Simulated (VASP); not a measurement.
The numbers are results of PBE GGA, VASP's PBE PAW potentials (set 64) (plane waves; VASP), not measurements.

VASP input:

**INCAR**
```
SYSTEM = TmN
PREC = Accurate
ENCUT = 400
EDIFF = 1E-6
NELM = 100
ALGO = Normal
LREAL = .FALSE.
LASPH = .TRUE.
ISMEAR = 0
SIGMA = 0.05
GGA = PE
LMAXMIX = 6
LWAVE = .FALSE.
LCHARG = .FALSE.
ISIF = 2
```

File KPOINTS:
```
Automatic mesh
0
Gamma
8 8 8
0 0 0
```

POSCAR:
```
TmN
1
    2.8500000000     0.0000000000     0.0000000000
    0.0000000000     2.8500000000     0.0000000000
    0.0000000000     0.0000000000     2.8500000000
Tm N
1 1
Direct
  0.0000000000   0.0000000000   0.0000000000
  0.5000000000   0.5000000000   0.5000000000
```

POTCAR, in this order: Tm_3 N (PBE.64 set). Program: vasp_std.

The run wrote:

File OUTCAR:
```
 ion  position               nearest neighbor table
   1  0.000  0.000  0.000-   2 2.47   2 2.47   2 2.47   2 2.47   2 2.47   2 2.47   2 2.47   2 2.47
  LATTYP: Found a simple cubic cell.
 ALAT       =     2.8500000000
 Subroutine PRICEL returns:
 Original cell was already a primitive cell.
 Subroutine GETGRP returns: Found 48 space group operations
The static configuration has the point symmetry O_h .
The dynamic configuration has the point symmetry O_h .
 Subroutine INISYM returns: Found 48 space group operations
 Subroutine IBZKPT returns following result:
 Found     35 irreducible k-points:

 Following reciprocal coordinates:
            Coordinates               Weight
  0.000000  0.000000  0.000000      1.000000
  0.125000  0.000000  0.000000      6.000000
  0.250000  0.000000  0.000000      6.000000
  0.375000  0.000000  0.000000      6.000000
  0.500000  0.000000  0.000000      3.000000
  0.125000  0.125000  0.000000     12.000000
  0.250000  0.125000  0.000000     24.000000
  0.375000  0.125000  0.000000     24.000000
  0.500000  0.125000  0.000000     12.000000
  0.250000  0.250000  0.000000     12.000000
  0.375000  0.250000  0.000000     24.000000
  0.500000  0.250000  0.000000     12.000000
  0.375000  0.375000  0.000000     12.000000
  0.500000  0.375000  0.000000     12.000000
  0.500000  0.500000  0.000000      3.000000
  0.125000  0.125000  0.125000      8.000000
  0.250000  0.125000  0.125000     24.000000
  0.375000  0.125000  0.125000     24.000000
  0.500000  0.125000  0.125000     12.000000
  0.250000  0.250000  0.125000     24.000000
  0.375000  0.250000  0.125000     48.000000
  0.500000  0.250000  0.125000     24.000000
  0.375000  0.375000  0.125000     24.000000
  0.500000  0.375000  0.125000     24.000000
  0.500000  0.500000  0.125000      6.000000
...
```

OSZICAR:
```
       N       E                     dE             d eps       ncg     rms          rms(c)
DAV:   1     0.510906367339E+02    0.51091E+02   -0.58651E+03   858   0.107E+03
DAV:   2    -0.116591090932E+02   -0.62750E+02   -0.56569E+02   972   0.274E+02
DAV:   3    -0.164610196392E+02   -0.48019E+01   -0.46492E+01  1169   0.626E+01
DAV:   4    -0.165726061736E+02   -0.11159E+00   -0.11130E+00  1168   0.733E+00
DAV:   5    -0.165743680346E+02   -0.17619E-02   -0.17613E-02   999   0.677E-01    0.271E+01
DAV:   6    -0.144186860061E+02    0.21557E+01   -0.11423E+01  1117   0.266E+01    0.238E+01
DAV:   7    -0.143666824832E+02    0.52004E-01   -0.53476E-01  1122   0.651E+00    0.148E+01
DAV:   8    -0.143753335140E+02   -0.86510E-02   -0.82421E-02  1199   0.339E+00    0.164E+00
DAV:   9    -0.143738598295E+02    0.14737E-02   -0.30802E-03   954   0.467E-01    0.463E-01
DAV:  10    -0.143737272915E+02    0.13254E-03   -0.11830E-03  1143   0.323E-01    0.114E-01
DAV:  11    -0.143737136180E+02    0.13674E-04   -0.56722E-05   988   0.649E-02    0.688E-03
DAV:  12    -0.143737125485E+02    0.10695E-05   -0.30904E-06   944   0.208E-02    0.457E-03
DAV:  13    -0.143737125260E+02    0.22553E-07   -0.17451E-07   547   0.403E-03
   1 F= -.14373713E+02 E0= -.14373408E+02  d E =-.608991E-03
```

**OUTCAR**
```
------------------------ aborting loop because EDIFF is reached ----------------------------------------
  FORCE on cell =-STRESS in cart. coord.  units (eV):
  Direction    XX          YY          ZZ          XY          YZ          ZX
  --------------------------------------------------------------------------------------
  Total        2.3100064      2.3100064      2.3100064     -0.0000000      0.0000000     -0.0000000
  in kB      159.8781776    159.8781776    159.8781776     -0.0000000      0.0000000     -0.0000000
  external PRESSURE =     159.8781776 kB  Pullay stress =       0.0000000 kB
  volume of cell :       23.15
      direct lattice vectors                 reciprocal lattice vectors
     2.850000000  0.000000000  0.000000000     0.350877193  0.000000000  0.000000000
     0.000000000  2.850000000  0.000000000     0.000000000  0.350877193  0.000000000
     0.000000000  0.000000000  2.850000000     0.000000000  0.000000000  0.350877193
 POSITION                                       TOTAL-FORCE (eV/Angst)
 -----------------------------------------------------------------------------------
      0.00000      0.00000      0.00000         0.000000      0.000000      0.000000
      1.42500      1.42500      1.42500         0.000000      0.000000      0.000000
 -----------------------------------------------------------------------------------
    total drift:                                0.000000      0.000000      0.000000
  FREE ENERGIE OF THE ION-ELECTRON SYSTEM (eV)
  ---------------------------------------------------
  free  energy   TOTEN  =       -14.3737125260 eV

  energy  without entropy=      -14.3731035349  energy(sigma->0) =      -14.37340803
```
(Selected blocks of OUTCAR.)

The 4f electrons are frozen in the core of the lanthanide potential, so 4f levels, which can set the real gap, and their magnetism are missing. At this cut-off the stress carries a Pulay error, which pulls relaxed volumes low.

The structure was generated: TmN was put into the CsCl type (Pm-3m), which need not be its known phase. The cell was not relaxed at this level. The run is one of a series of settings (ENCUT = 400 against the base run), some of them coarse on purpose.
